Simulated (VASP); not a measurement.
Data:

```
CELL_PARAMETERS angstrom
      0.00000     2.17476     2.17476
      2.17476     0.00000     2.17476
      2.17476     2.17476     0.00000
ATOMIC_POSITIONS crystal
  Rh 0.00000 0.00000 0.00000
  B  0.50000 0.50000 0.50000
```

These are PBEsol GGA, VASP's PBE PAW potentials (set 64) (plane waves; VASP 6.6.1) values and carry that method's errors. Numerical set-up: 520 eV cut-off, 16×16×16 Γ-centred mesh, tetrahedra with Blöchl corrections, potentials Rh_pv B.

Task: Predict the energy per atom (σ→0), band gap (on the k-mesh) with the smallest direct gap where there is one.

Result: 
```json
{
 "band gap (on the k-mesh)": "none (metal, semimetal or under 0.01 eV)",
 "energy per atom (σ→0)": "-7.650 eV/atom"
}
```

The absolute energy has meaning only against runs of the same code, potentials and settings.

The structure was generated: RhB was put into the rock salt type (Fm-3m), which need not be its known phase. It was relaxed first, which changed the volume by -29 %.
